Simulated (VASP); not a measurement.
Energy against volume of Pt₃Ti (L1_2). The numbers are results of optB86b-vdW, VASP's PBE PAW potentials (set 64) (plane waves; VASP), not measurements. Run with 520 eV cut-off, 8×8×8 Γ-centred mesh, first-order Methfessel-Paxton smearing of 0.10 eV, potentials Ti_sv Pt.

```
V (Å³/atom)  E (eV/atom)
-----------  -----------
14.229          -4.94893
14.683          -4.98587
15.137          -4.99733
15.591          -4.98751
```

### Question
Fit these four points and predict the energy of the run at 16.046 Å³/atom.

### Answer
A cubic in V^(−2/3), the third-order Birch-Murnaghan form, passes through the four points with V0 = 15.14 Å³/atom and B0 = 249 GPa, and gives -4.9599 eV/atom there. The run gave -4.9600 eV/atom, -0.1 meV/atom from the fit; all five points give B0 = 249 GPa.

The compound is Pt3Ti in the L1_2 structure. It was relaxed first.
